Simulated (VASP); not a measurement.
VASP input:

File KPOINTS:
```
Automatic
0
G
 10 10 10
0 0 0
```

**INCAR**
```
SYSTEM = MgTe
PREC = Accurate
ENCUT = 500
EDIFF = 1E-6
NELM = 100
ALGO = Normal
LREAL = .FALSE.
LASPH = .TRUE.
ISMEAR = 1
SIGMA = 0.1
GGA = PS
LMAXMIX = 4
LWAVE = .FALSE.
LCHARG = .FALSE.
IBRION = 2
ISIF = 3
NSW = 40
EDIFFG = -0.02
PSTRESS = 50
```

### POSCAR
```
MgTe
1.0
  3.5652605835   0.0000000000   0.0000000000
  0.0000000000   3.5652605835   0.0000000000
  0.0000000000   0.0000000000   3.5652605835
Mg Te
1 1
Cart
  0.0000000000   0.0000000000   0.0000000000
  1.7826302918   1.7826302918   1.7826302918
```

POTCAR, in this order: Mg Te (PBE.64 set). Program: vasp_std.

Question: Write an equivalent input for Quantum ESPRESSO's pw.x.

Answer: One equivalent input (not run):
```
&CONTROL
  calculation = 'vc-relax'
  pseudo_dir = './pseudo'
  outdir = './out'
  tprnfor = .true.
  tstress = .true.
  nstep = 40
  forc_conv_thr = 0.00078
/
&SYSTEM
  ibrav = 0
  nat = 2
  ntyp = 2
  ecutwfc = 84
  occupations = 'smearing'
  smearing = 'methfessel-paxton'
  degauss = 0.00735
  input_dft = 'pbesol'
/
&ELECTRONS
  conv_thr = 7.3e-08
  electron_maxstep = 100
/
&IONS
/
&CELL
  press = 50
/
ATOMIC_SPECIES
  Mg 24.305 Mg.upf
  Te 127.600 Te.upf
CELL_PARAMETERS angstrom
     3.5652606   -0.0000000   -0.0000000
    -0.0000000    3.5652606   -0.0000000
     0.0000000   -0.0000000    3.5652606
ATOMIC_POSITIONS crystal
  Mg   0.0000000  0.0000000  0.0000000
  Te   0.5000000  0.5000000  0.5000000
K_POINTS automatic
  10 10 10 0 0 0
```
Limits of the translation: the potentials are each code's own (VASP's PAW set, PseudoDojo norm-conserving files in pw.x), so ENCUT and ecutwfc are chosen apart and not converted; conv_thr bounds pw.x's estimated SCF error, while EDIFF bounds the energy change between steps; forc_conv_thr acts on force components and is met together with etot_conv_thr.

The structure was generated: MgTe was put into the CsCl type type (Pm-3m), which need not be its known phase. It was relaxed first under an external pressure of 5 GPa.
